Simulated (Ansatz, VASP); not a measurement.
# SiSO in two plane-wave programs

Wanted: the spread between two codes on one cell, functional and k mesh. The structure shown is the start of the Ansatz relaxation below; VASP solves that cell, so the two are compared at the walk's first step.

Calculated with Ansatz 0.2.0; plane waves, with VASP 6.6.1 beside it; single point at PBEsol.

## Step 1: Set-up

The cell holds 3 atoms: 1 Si, 1 O and 1 S. Its edges and angles: a = 2.834 Å, b = 2.834 Å, c = 31.800 Å, α = 90.0°, β = 90.0°, γ = 120.0°. Vacuum lies along c.

## Step 2: Ansatz: relaxation, PBEsol

Ansatz runs on its PAW soft_1 files.

The two programs are compared at the cell with which this relaxation starts, whose forces are those of its first step.

input.yaml reads:

```yaml
crystal:
  lattice:
    - [2.83383294, 0.0, 0.0]
    - [-1.41691647, 2.4541713161, 0.0]
    - [0.0, 0.0, 31.8]
  atoms:
    - { symbol: Si, position: [0.0, 0.0, 0.5] }
    - { symbol: O, position: [0.3333333333, 0.6666666667, 0.5362105059] }
    - { symbol: S, position: [0.6666666667, 0.3333333333, 0.4637894941] }
  periodic: [true, true, false]
kpoints:
  mp_grid: { grid: [9, 9, 1] }
hamiltonian:
  xc: pbesol
  pseudopotentials: { kind: paw, azcp: { folder: soft_1 }, xc_functional: pbe }
scf:
  occupations: { method: fermi_dirac, width: 0.02 }
relax:
  f_tol: 0.01
  max_steps: 100
  cell: {}
```

Started as:

```console
ansatz run input.yaml --threads 4 --pin off --max-ram 17510MiB --backend cpu --events-out ev --progress --plain --runs-dir out
```

Numbers of over 12 decimals in the logs are rounded to 6 here.

The log of the run:

```text
Engine: ansatz 0.2.0, aarch64-unknown-linux-gnu
Pseudopotentials: kind: paw
Pseudopotential: Si, paw, valence charge 4, recommended cutoff 420 eV (normal), soft_1/Si.paw.azcp
Pseudopotential: O, paw, valence charge 6, recommended cutoff 420 eV (normal), soft_1/O.paw.azcp
Pseudopotential: S, paw, valence charge 6, recommended cutoff 420 eV (normal), soft_1/S.paw.azcp
Functional definition: PBEsol
  exchange = pbesol_x
  correlation = pbesol_c
Crystal: 3 atoms, lattice volume = 221.160 Å³
Basis set: ecut = 420 eV, 4367 PW (Γ), exchange–correlation on 40×40×432 points (8 copies of the dense FFT grid, shifted against one another)
Bands: 12, of which v1, the nominal top of the filled ones, is band 8 counted from 1 (7 counted from 0)
Symmetry: 6 space group operations
Space group: P3m1 (ITA 156), of the structure as read, at distance tolerance 6.0e-5 Å
k-points: 12 of 81 (time reversal used)
Non-local potential: Si, projectors of the file, l = 0: 2, l = 1: 2, l = 2: 1
Non-local potential: O, projectors of the file, l = 0: 2, l = 1: 2, l = 2: 1
Non-local potential: S, projectors of the file, l = 0: 2, l = 1: 2, l = 2: 1
PAW form: soft (Blöchl's): semilocal exchange-correlation on the pseudo side does not see the compensation charge
PAW frozen core: Si, regenerated for the run's functional, and the local potential with it (the file was generated under x = pbe(κ = 0.804, μ = 0.219515), c = pbe(β = 0.066725))
PAW frozen core: O, regenerated for the run's functional, and the local potential with it (the file was generated under x = pbe(κ = 0.804, μ = 0.219515), c = pbe(β = 0.066725))
PAW frozen core: S, regenerated for the run's functional, and the local potential with it (the file was generated under x = pbe(κ = 0.804, μ = 0.219515), c = pbe(β = 0.066725))
PAW one-centre angular grid: Si, 110 points (default); XC on 64 Gauss nodes
PAW one-centre angular grid: O, 110 points (default); XC on 64 Gauss nodes
PAW one-centre angular grid: S, 110 points (default); XC on 64 Gauss nodes
Initial density: superposition of atomic densities (neutral atoms: chi_scale 0, normalization atom)
Initial wavefunctions: pseudopotential atomic-orbital guess
Functional: x = pbesol(κ = 0.804, μ = 0.123457), c = pbesol(β = 0.046)
SCF iter   1: F=—  HF=-2068.247649 eV  |F-HF|=—  |Δ(HF+E_count)|=         —  Δρ=4.54e-2  dr2=7.27e0  ethr=3.10e-3  ⟨swp⟩=19.1  Hψ=2393  notcnv=0
preconditioner: auto → none  [insulator: Δε(μ)=3.263 eV  Ē_g=14.505 eV  σ=0.020 eV  W_gap=1.00  n_scr=16 (ndim 8)  ℏωp=10.0 eV  f_vac=0.800  D(μ)=0.00/eV (n_scr^D=0)  ε∞_Penn≈1.5]
SCF iter   2: F=—  HF=-2074.050860 eV  |F-HF|=—  |Δ(HF+E_count)|=    5.80e0  Δρ=1.26e-1  dr2=2.34e2  ethr=3.10e-3  ⟨swp⟩=9.4  Hψ=832  notcnv=0  defer=8  recentre
preconditioner: auto → LDOS  [insulator: Δε(μ)=0.214 eV  Ē_g=10.519 eV  σ=0.020 eV  W_gap=0.99  n_scr=16 (ndim 8)  ℏωp=10.0 eV  f_vac=0.807  D(μ)=0.11/eV (n_scr^D=2)  ε∞_Penn≈1.9  β→1.0]
SCF iter   3: F=—  HF=-2067.637605 eV  |F-HF|=—  |Δ(HF+E_count)|=    6.41e0  Δρ=3.41e-2  dr2=4.47e0  ethr=3.10e-3  ⟨swp⟩=6.8  Hψ=747  notcnv=0
SCF iter   4: F=—  HF=-2067.042797 eV  |F-HF|=—  |Δ(HF+E_count)|=   5.95e-1  Δρ=1.91e-2  dr2=1.30e0  ethr=3.10e-3  ⟨swp⟩=4.7  Hψ=430  notcnv=0
SCF iter   5: F=—  HF=-2066.788386 eV  |F-HF|=—  |Δ(HF+E_count)|=   2.54e-1  Δρ=3.24e-3  dr2=3.58e-2  ethr=3.10e-3  ⟨swp⟩=5.1  Hψ=479  notcnv=0
SCF iter   6: F=—  HF=-2066.783666 eV  |F-HF|=—  |Δ(HF+E_count)|=   4.72e-3  Δρ=1.64e-3  dr2=9.46e-3  ethr=2.24e-4  ⟨swp⟩=5.5  Hψ=504  notcnv=0
SCF iter   7: F=—  HF=-2066.781646 eV  |F-HF|=—  |Δ(HF+E_count)|=   2.02e-3  Δρ=4.18e-4  dr2=6.19e-4  ethr=5.91e-5  ⟨swp⟩=3.6  Hψ=303  notcnv=0
SCF iter   8: F=—  HF=-2066.781604 eV  |F-HF|=—  |Δ(HF+E_count)|=   4.18e-5  Δρ=1.28e-4  dr2=2.34e-4  ethr=3.87e-6  ⟨swp⟩=4.5  Hψ=363  notcnv=0
SCF iter   9: F=—  HF=-2066.781593 eV  |F-HF|=—  |Δ(HF+E_count)|=   1.09e-5  Δρ=7.49e-5  dr2=1.41e-4  ethr=1.46e-6  ⟨swp⟩=1.7  Hψ=206  notcnv=0
SCF iter  10: F=—  HF=-2066.781576 eV  |F-HF|=—  |Δ(HF+E_count)|=   1.73e-5  Δρ=5.01e-5  dr2=2.46e-5  ethr=8.84e-7  ⟨swp⟩=4.4  Hψ=333  notcnv=0
SCF iter  11: F=—  HF=-2066.781613 eV  |F-HF|=—  |Δ(HF+E_count)|=   3.74e-5  Δρ=1.01e-5  dr2=4.63e-7  ethr=1.54e-7  ⟨swp⟩=2.7  Hψ=239  notcnv=0
SCF iter  12: F=-2066.781613 eV  HF=-2066.781613 eV  |F-HF|=1.29e-9  |Δ(HF+E_count)|=   1.65e-7  Δρ=3.28e-6  dr2=2.39e-8  ethr=6.25e-10  ⟨swp⟩=9.5  Hψ=900  notcnv=0
SCF 1 converged in 12 iterations: F = -2066.781613 eV  dr2 = 2.39e-8
  greatest PAW one-centre occupation: 0.871 electrons in one spin orbital (limit 2), on the S atom at site 2 (counted from 0), in its partial waves of l = 0
[...]
SCF iter   5: F=—  HF=-2068.417299 eV  |F-HF|=—  |Δ(HF+E_count)|=   9.92e-6  Δρ=9.12e-6  dr2=8.72e-8  ethr=2.11e-8  ⟨swp⟩=3.2  Hψ=285  notcnv=0
SCF iter   6: F=—  HF=-2068.417342 eV  |F-HF|=—  |Δ(HF+E_count)|=   4.32e-5  Δρ=2.09e-6  dr2=3.82e-9  ethr=5.45e-10  ⟨swp⟩=3.4  Hψ=322  notcnv=0
SCF iter   7: F=—  HF=-2068.417342 eV  |F-HF|=—  |Δ(HF+E_count)|=   9.87e-8  Δρ=6.21e-7  dr2=5.20e-10  ethr=2.39e-11  ⟨swp⟩=3.4  Hψ=332  notcnv=0
SCF iter   8: F=-2068.417342 eV  HF=-2068.417342 eV  |F-HF|=3.13e-10  |Δ(HF+E_count)|=   5.75e-9  Δρ=5.94e-8  dr2=6.01e-12  ethr=1.00e-12  ⟨swp⟩=9.4  Hψ=1180  notcnv=0
SCF 6 converged in 8 iterations: F = -2068.417342 eV  dr2 = 6.01e-12
  greatest PAW one-centre occupation: 0.865 electrons in one spin orbital (limit 2), on the S atom at site 2 (counted from 0), in its partial waves of l = 0
relax step   6: F+E_penalty+E_count = -2068.41734227 eV  Δ(F+E_penalty+E_count) = -9.020e-3 eV  max|allowed force component| = 6.644e-3 eV/Å  Δτ_max = 0.0000 Å  P = +0.239 N/m  Ω = 244.207 Å³  fix = [c, alpha, beta]  reactions: c +0.000 N/m  stress off target by 2.39e-1 N/m on what of the cell is left free  SCF on the basis re-selected at this cell (its energy is not comparable with the rows above)  (8 SCF iters)
[...]
relax step   7: F+E_penalty+E_count = -2068.41739081 eV  Δ(F+E_penalty+E_count) = -4.853e-5 eV  max|allowed force component| = 7.834e-3 eV/Å  Δτ_max = 0.0011 Å  P = +0.080 N/m  Ω = 244.650 Å³  energy of the carried Pulay correction = -8.555e-5 eV  fix = [c, alpha, beta]  reactions: c +0.000 N/m  (5 SCF iters, dr2 threshold 9.43e-8 eV, accepted)
[...]
relax step   8: F+E_penalty+E_count = -2068.41737088 eV  Δ(F+E_penalty+E_count) = +1.993e-5 eV  max|allowed force component| = 4.657e-4 eV/Å  Δτ_max = 0.0001 Å  P = +0.003 N/m  Ω = 244.827 Å³  energy of the carried Pulay correction = -1.200e-4 eV  fix = [c, alpha, beta]  reactions: c +0.000 N/m  (6 SCF iters, dr2 threshold 1.05e-8 eV, accepted)
[...]
relax step   9: F+E_penalty+E_count = -2068.41749886 eV  Δ(F+E_penalty+E_count) = -1.280e-4 eV  max|allowed force component| = 4.293e-4 eV/Å  Δτ_max = 0.0000 Å  P = +0.004 N/m  Ω = 244.827 Å³  fix = [c, alpha, beta]  reactions: c +0.000 N/m  stress off target by 4.44e-3 N/m on what of the cell is left free  SCF on the basis re-selected at this cell (its energy is not comparable with the rows above)  (7 SCF iters)
basis re-selected at this cell: Δ(F+E_penalty+E_count) = -1.280e-4 eV, ΔP = +0.001 N/m vs the last step (what re-selecting the basis moved, of the pressure what is left beyond the Pulay correction that the steps carried, after the strain that the cell walked since its last selection, with what the two solves' SCF thresholds leave and, on support functions, any second-order correction that the steps lacked; it is no m [...]
SCF converged after 7 iterations
Free energy (F): -2068.417499 eV
Harris-Foulkes:  -2068.417499 eV  (|F-HF|=3.53e-8)
Internal energy: -2068.417499 eV  (E = F + TS)
E sigma→0 (E₀):  -2068.417499 eV
Fermi energy:    -4.785869 eV
--- Per-component energies (eV) ---
  E_band       = -215.162782
  E_kinetic    = 322.814466
  E_local      = -20576.103269  (includes V_loc(G=0)·N_el)
  E_nonlocal   = 107.317465
  E_hartree    = 10104.776901
  E_xc         = -217.153601
  E_vxc        = -224.579869  (∫ρ·V_xc dr)
  E_paw        = -1246.583557  (= ΣΔE_a)
  E_vpaw       = -54.166258  (= ΣTr[D̂ρ^β])
  E_aug_tail   = 0.000801  (compensation charges beyond the density's cutoff)
  E_ewald      = 9436.384497
  E_core_change = 0.128798  (= ΣΔE_core)
  E_smearing   = -0.000000  (= −TS)
  E_closure    = 0.000000  (closes the sum)
  Σ components = -2068.417499   (vs F -2068.417499, Δ=0.00e0)
--- Forces (eV/Å), atoms counted from 1 ---
  atom   1  Si     0.00000000    -0.00000000    -0.00042963
  atom   2  O      0.00000000     0.00000000     0.00013894
  atom   3  S      0.00000000    -0.00000000     0.00028962
  max |Σ_I F_I| component: 1.07e-6 eV/Å
--- 2D stress c σ (N/m, compression-positive) ---
        0.004439      -0.000000      -0.000000
       -0.000000       0.004439      -0.000000
       -0.000000      -0.000000       0.000000
  P = ½ c Tr σ = 0.0044 N/m
--- Relaxed structure (7 steps of the walk, 7 accepted, 2 SCFs on fresh bases) ---
  F+E_penalty+E_count = -2068.41749886 eV   max|allowed force component| = 4.293e-4 eV/Å   (the final SCF, on the basis selected at the relaxed cell)
  cell:  # Å, volume = 244.8272 Å³
    - [2.981611, 0.0, 0]
    - [-1.490805, 2.582151, 0]
    - [0, 0, 31.8]
  atoms:
    - { symbol: Si, position: [0, 0, 0.505301] }
    - { symbol: O, position: [0.333333, 0.666667, 0.532544] }
    - { symbol: S, position: [0.666667, 0.333333, 0.462155] }
```

Reading the cycles: dr2 is the Hartree energy of the density residual (eV), the measure of convergence; HF is the Harris–Foulkes estimate of the energy, which meets the free energy F at convergence.

## Step 3: VASP: single point, PBEsol, start cell

The same cell, functional, mesh and smearing now go to VASP, with its own data sets.

Lines of VASP's logs that name or quote its potential files are left out, and so is its time.

INCAR reads:

```
SYSTEM = SiSO
PREC = Accurate
ENCUT = 520
EDIFF = 1E-06
NELM = 120
ISMEAR = -1
SIGMA = 0.02
LREAL = .FALSE.
ALGO = Normal
GGA = PS
NBANDS = 14
LORBIT = 11
LWAVE = .FALSE.
LCHARG = .FALSE.
ISIF = 2
LDIPOL = .TRUE.
IDIPOL = 3
DIPOL = 0.5 0.5 0.5
LVHAR = .TRUE.
LASPH = .TRUE.
GGA_COMPAT = .FALSE.
EFERMI = MIDGAP
NELMDL = -8
```

POSCAR reads:

```
SiSO
1.0
    2.8338330000      0.0000000000      0.0000000000
   -1.4169160000      2.4541710000      0.0000000000
    0.0000000000      0.0000000000     31.8000000000
Si O S
1 1 1
Direct
    0.0000000000      0.0000000000      0.5000000000
    0.3333332157      0.6666666667      0.5362105031
    0.6666664314      0.3333333333      0.4637894969
```

KPOINTS reads:

```
Automatic mesh
0
Gamma
9 9 1
0 0 0
```

Potentials, in the order of the species: Si, O and S (PBE family, release 64).

Started as:

```console
mpirun -np 1 vasp_std
```

The log of the run:

```text
[banner, memory and clock lines left out]
running    1 mpi-ranks, on    1 nodes
 distrk:  each k-point on    1 cores,    1 groups
 distr:  one band on    1 cores,    1 groups

 POSCAR found type information on POSCAR SiO S
 POSCAR found :  3 types and       3 ions
|                                                                             |
|               ----> ADVICE to this user running VASP <----                  |
|                                                                             |
|     You enforced a specific xc type in the INCAR file but a different       |
|     [... a line on the potential file left out ...]
|     I HOPE YOU KNOW WHAT YOU ARE DOING!                                     |
|                                                                             |

 LDA part: xc-table for (Slater+PW92), standard interpolation
 POSCAR, INCAR and KPOINTS ok, starting setup
 FFT: planning ... GRIDC
 FFT: planning ... GRID_SOFT
 FFT: planning ... GRID
 WAVECAR not read
 entering main loop
       N       E                     dE             d eps       ncg     rms          rms(c)
DAV:   1     0.156610516194E+03    0.15661E+03   -0.54730E+03   344   0.824E+02
DAV:   2    -0.314178084500E+00   -0.15692E+03   -0.13888E+03   602   0.170E+02
DAV:   3    -0.185720812258E+02   -0.18258E+02   -0.17953E+02   450   0.809E+01
DAV:   4    -0.189818467007E+02   -0.40977E+00   -0.40797E+00   456   0.143E+01
DAV:   5    -0.189917069405E+02   -0.98602E-02   -0.98464E-02   444   0.215E+00
DAV:   6    -0.189921305513E+02   -0.42361E-03   -0.42344E-03   486   0.423E-01
DAV:   7    -0.189921424147E+02   -0.11863E-04   -0.11863E-04   444   0.724E-02
DAV:   8    -0.189921429900E+02   -0.57530E-06   -0.57534E-06   448   0.150E-02    0.172E+01
DAV:   9    -0.175768111552E+02    0.14153E+01   -0.33890E+00   450   0.236E+01    0.949E+00
DAV:  10    -0.174741441212E+02    0.10267E+00   -0.86334E-01   456   0.104E+01    0.440E+00
DAV:  11    -0.174441200306E+02    0.30024E-01   -0.34292E-01   462   0.463E+00    0.184E+00
DAV:  12    -0.174449999003E+02   -0.87987E-03   -0.27018E-02   438   0.117E+00    0.168E+00
DAV:  13    -0.174463795922E+02   -0.13797E-02   -0.11000E-03   482   0.246E-01    0.176E+00
DAV:  14    -0.174369725470E+02    0.94070E-02   -0.27877E-02   440   0.141E+00    0.348E-01
[...]
DAV:  23    -0.174381902475E+02   -0.32408E-04   -0.36207E-06   420   0.136E-02    0.481E-02
DAV:  24    -0.174382086747E+02   -0.18427E-04   -0.20391E-06   400   0.112E-02    0.469E-02
DAV:  25    -0.174382281756E+02   -0.19501E-04   -0.15421E-05   390   0.272E-02    0.102E-02
DAV:  26    -0.174382338154E+02   -0.56399E-05   -0.77572E-07   344   0.669E-03    0.114E-02
DAV:  27    -0.174382384692E+02   -0.46537E-05   -0.34817E-07   276   0.442E-03    0.952E-03
DAV:  28    -0.174382431271E+02   -0.46579E-05   -0.66109E-07   310   0.550E-03    0.448E-03
DAV:  29    -0.174382467507E+02   -0.36236E-05   -0.29723E-07   282   0.359E-03    0.349E-03
DAV:  30    -0.174382476096E+02   -0.85895E-06   -0.73125E-08   306   0.182E-03
   1 F= -.17438248E+02 E0= -.17438248E+02  d E =0.000000E+00
```

Parts of OUTCAR (step 3):

```text
ion  position               nearest neighbor table
   1  0.000  0.000  0.500-   2 2.00   3 2.00   2 2.00   3 2.00   3 2.00   2 2.00
   2  0.333  0.667  0.536-   1 2.00   1 2.00   1 2.00
   3  0.667  0.333  0.464-   1 2.00   1 2.00   1 2.00

  LATTYP: Found a hexagonal cell.
 ALAT       =     2.8338330000
 C/A-ratio  =    11.2215504583

 Subroutine GETGRP returns: Found  6 space group operations
 (whereof  6 operations were pure point group operations)

The static configuration has the point symmetry C_3v.

 Found     12 irreducible k-points:

   k-points           NKPTS =     12   k-points in BZ     NKDIM =     12   number of bands    NBANDS=     14

   dimension x,y,z NGX =    24 NGY =   24 NGZ =  240
   dimension x,y,z NGXF=    48 NGYF=   48 NGZF=  480

   ENCUT  =  520.0 eV  38.22 Ry    6.18 a.u.   5.27  5.27 59.13*2*pi/ulx,y,z

   NELECT =      16.0000    total number of electrons

 k-points in reciprocal lattice and weights: Automatic mesh
   0.00000000  0.00000000  0.00000000       0.012
   0.11111111 -0.00000000  0.00000000       0.074
   0.22222222  0.00000000  0.00000000       0.074
   0.33333333  0.00000000  0.00000000       0.074
   0.44444444  0.00000000  0.00000000       0.074
   0.11111111  0.11111111  0.00000000       0.074
   0.22222222  0.11111111  0.00000000       0.148
   0.33333333  0.11111111  0.00000000       0.148
   0.44444444  0.11111111  0.00000000       0.074
   0.22222222  0.22222222  0.00000000       0.074
   0.33333333  0.22222222  0.00000000       0.148
   0.33333333  0.33333333  0.00000000       0.025

 dipolmoment           0.000000      0.000000      0.137705 electrons x Angstroem

 average (electrostatic) potential at core
       1 -93.9671       2 -78.8475       3 -96.3013

 E-fermi :  -3.6621

 k-point     1 :       0.0000    0.0000    0.0000
  band No.  band energies     occupation
    ...
      4      -6.4430      2.00000
      5      -6.0332      2.00000
      6      -6.0332      2.00000
      7      -5.0373      2.00000
      8      -5.0373      2.00000
      9      -1.2670      0.00000
     10       0.3453      0.00000
     11       0.7433      0.00000
     12       1.4894      0.00000
     13       1.8355      0.00000
    ...

 k-point     2 :       0.1111   -0.0000    0.0000
  band No.  band energies     occupation
    ...
      4      -7.3292      2.00000
      5      -6.4496      2.00000
      6      -6.3165      2.00000
      7      -6.0383      2.00000
      8      -5.1771      2.00000
      9      -0.7245      0.00000
     10       0.6745      0.00000
     11       1.0191      0.00000
     12       1.2366      0.00000
     13       1.8117      0.00000
    ...

 k-point     3 :       0.2222    0.0000    0.0000
  band No.  band energies     occupation
    ...
      4      -9.9857      2.00000
      5      -7.5089      2.00000
      6      -7.2779      2.00000
      7      -6.1790      2.00000
      8      -5.5109      2.00000
      9      -0.4419      0.00000
     10       0.5594      0.00000
     11       1.5474      0.00000
     12       1.8211      0.00000
     13       2.3913      0.00000
    ...

  Total        8.7601464      8.7601437      2.9787885      0.0000018      0.0000000      0.0000000
  in kB       63.4622919     63.4622728     21.5796334      0.0000129      0.0000000      0.0000000
  external PRESSURE =      49.5013994 kB  Pullay stress =       0.0000000 kB

  energy-cutoff  :      520.00
  volume of cell :      221.16
      direct lattice vectors                 reciprocal lattice vectors
     2.833833000  0.000000000  0.000000000     0.352878945  0.203734713  0.000000000
    -1.416916000  2.454171000  0.000000000     0.000000000  0.407469569  0.000000000
     0.000000000  0.000000000 31.800000000     0.000000000  0.000000000  0.031446541

 POSITION                                       TOTAL-FORCE (eV/Angst)
 -----------------------------------------------------------------------------------
      0.00000      0.00000     15.90000         0.000000     -0.000000     10.703055
     -0.00000      1.63611     17.05149        -0.000000      0.000000     -4.045994
      1.41692      0.81806     14.74851        -0.000000     -0.000000     -6.657062
 -----------------------------------------------------------------------------------
    total drift:                                0.000737      0.000004      0.000693

  FREE ENERGIE OF THE ION-ELECTRON SYSTEM (eV)
  ---------------------------------------------------
  free  energy   TOTEN  =       -17.4382476096 eV

  energy  without entropy=      -17.4382476096  energy(sigma->0) =      -17.43824761

 vacuum level on the upper side and lower side of the slab         4.008         0.426

 total charge
# of ion       s       p       d       tot
------------------------------------------
    1        0.662   0.948   0.000   1.611
    2        1.580   3.343   0.000   4.923
    3        1.354   2.677   0.000   4.030
--------------------------------------------------
tot          3.596   6.968   0.000  10.564

[... 3 further parts left out ...]
```

## Step 4: Side by side

Known differences besides the potentials themselves: Ansatz cuts the interaction across the vacuum, VASP repeats the sheet with a dipole correction; the cutoff is 420 eV in Ansatz and 520 eV in VASP; Ansatz makes its cores anew for this functional, VASP keeps those of its PBE data sets. Total energies have different zeros and are not compared.

Forces (eV/Å; atoms numbered as in POSCAR):

| atom | Ansatz x, y, z | VASP x, y, z |
| --- | --- | --- |
| Si1 | 0.000, 0.000, 10.807 | 0.000, 0.000, 10.703 |
| O2 | 0.000, 0.000, -4.109 | 0.000, 0.000, -4.046 |
| S3 | 0.000, 0.000, -6.699 | 0.000, 0.000, -6.657 |

The forces differ by 43 meV/Å r.m.s., which is 1.0 % of the r.m.s. force of 4.413 eV/Å (both taken over all components). With vacuum in the cell, a pressure given here is an average over mostly empty space and none of the material.

## Step 5: What came out

```yaml
r_m_s_force_difference_single_point_pbesol_start_cell: 0.97 % of the r.m.s. force
```

In words: The r.m.s. force difference is 0.97 % of the r.m.s. force (single point, PBEsol, start cell), within the 3 % picked in this series as the mark of a large difference. 1 further run of this series is not shown here. Such differences can come from data sets, numerical settings and the points named under the comparisons, not from the functional's error against experiment.

[Lines on the potential files, build, host, timing and source positions are cut from VASP's logs without a mark.]

[Logs are printed without paths, hosts, clocks, repeated set-up lines and the standing remarks that a program may print on its own settings, such as how far it seeks lower states.]

[Hosts, paths, dates, database ids (printed as entryN), source tags and the programs' standing remarks are cut or masked in the printed files.]
